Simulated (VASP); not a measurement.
Consider the following.

```
CELL_PARAMETERS angstrom
     -1.45906     1.45906     4.27858
      1.45906    -1.45906     4.27858
      1.45906     1.45906    -4.27858
ATOMIC_POSITIONS crystal
  Al 0.00000 0.00000 0.00000
  Cr 0.31515 0.31515 0.00000
  Cr 0.68485 0.68485 0.00000
```

Level of theory: PBEsol GGA, VASP's PBE PAW potentials (set 64) (plane waves; VASP 6.6.1). Numerical set-up: 400 eV cut-off, 16×16×16 Γ-centred mesh, tetrahedra with Blöchl corrections, potentials Al Cr_pv.

Q: Predict the energy per atom (σ→0), band gap (on the k-mesh) with the smallest direct gap where there is one.

A: 
```json
{
  "band gap (on the k-mesh)": "none (metal, semimetal or under 0.01 eV)",
  "energy per atom (σ→0)": "-8.312 eV/atom"
}
```

Only differences to runs with the same potentials and settings are physical.

The structure comes from a computed database's AlCr2 entry (I4/mmm); how it stands against other phases isn't given here. It was relaxed first. The run is not spin-polarised, so no magnetic state was tried. The electron count is odd and the run is not spin-polarised, which forces a metal.
